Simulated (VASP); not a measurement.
Given:

```
Pd
1.0
    0.00000     1.93587     1.93587
    1.93587     0.00000     1.93587
    1.93587     1.93587     0.00000
Pd
1
Direct
  0.00000   0.00000   0.00000
```

The numbers are results of PBEsol GGA, VASP's PBE PAW potentials (set 64) (plane waves; VASP), not measurements. Settings: 400 eV cut-off, 15×15×15 Γ-centred mesh, first-order Methfessel-Paxton smearing of 0.10 eV, potentials Pd.

Question: Estimate the energy per atom (σ→0), band gap (on the k-mesh) with the smallest direct gap where there is one.

Answer: 
| Property | Result |
|---|---|
| band gap (on the k-mesh) | none (metal, semimetal or under 0.01 eV) |
| energy per atom (σ→0) | -5.967 eV/atom |

Total energies compare only between runs with the same potentials, cut-off and functional.

The compound is Pd in the fcc structure. It was relaxed first. The start is the result of an earlier pass.
